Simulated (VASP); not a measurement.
```
CELL_PARAMETERS angstrom
      1.75319    -3.09333     0.00000
      1.75319     3.09333     0.00000
      0.00000     0.00000     5.02493
ATOMIC_POSITIONS crystal
  Pt 0.00000 0.00000 0.00000
  S  0.33333 0.66667 0.23000
  S  0.68959 0.35626 0.77000
```

Method: PBE GGA, VASP's PBE PAW potentials (set 64) (plane waves; VASP). Settings: 400 eV cut-off, 8×8×5 Γ-centred mesh, Gaussian smearing of 0.050 eV, potentials Pt S.

Problem. Give the force on each atom (eV/Å).

Solution. 
```
atom      Fx      Fy      Fz
----  ------  ------  ------
Pt1    0.842   0.067   0.077
S2     0.120   0.153   1.084
S3    -0.962  -0.220  -1.160
```

Problem. Give the stress tensor in GPa (positive for a compressed cell).

Solution. 
```
13.48   2.04   3.40
 2.04   9.55   1.43
 3.40   1.43   9.80
```
The pressure is its mean diagonal, 10.94 GPa.

The compound is PtS2 in the 1T layered structure. The cell was not relaxed at this level, atoms are displaced from their ideal sites. The run is one of a series of settings (KPOINTS 8×8×5 Γ-centred mesh against the base run), some of them coarse on purpose.
